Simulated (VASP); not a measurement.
Here is a VASP 6.6.1 calculation.

Contents of INCAR:

```
SYSTEM = SbPd3
PREC = Accurate
ENCUT = 600
EDIFF = 1E-6
ISMEAR = 0
SIGMA = 0.1
LREAL = .FALSE.
LASPH = .TRUE.
NELM = 100
ALGO = Fast
ISIF = 3
LWAVE = .FALSE.
LCHARG = .FALSE.
IBRION = 2
NSW = 70
EDIFFG = -0.005
```

KPOINTS

```
Automatic mesh
0
G
  12 12 12
  0 0 0
```

Contents of POSCAR:

```
SbPd3
1.0
    0.0000000000      3.2203788357      3.2203788357
    3.2203788357      0.0000000000      3.2203788357
    3.2203788357      3.2203788357      0.0000000000
Sb Pd
1 3
Direct
    0.5000000000      0.5000000000      0.5000000000
    0.7500000000      0.7500000000      0.7500000000
    0.2500000000      0.2500000000      0.2500000000
    0.0000000000      0.0000000000      0.0000000000
```

Potentials or basis: VASP PAW LDA potentials, release 64 (Sb, Pd).

Command:

```console
$ cat potpaw_LDA.64/Sb/POTCAR potpaw_LDA.64/Pd/POTCAR > POTCAR
$ mpirun -np 1 vasp_std > vasp.out
```

(1) Estimate the space group after relaxing (to 0.05 Å).

(2) Estimate the relaxed volume.

## Answers

(1) Fm-3m (No. 225).

(2) 15.52 Å³/atom.
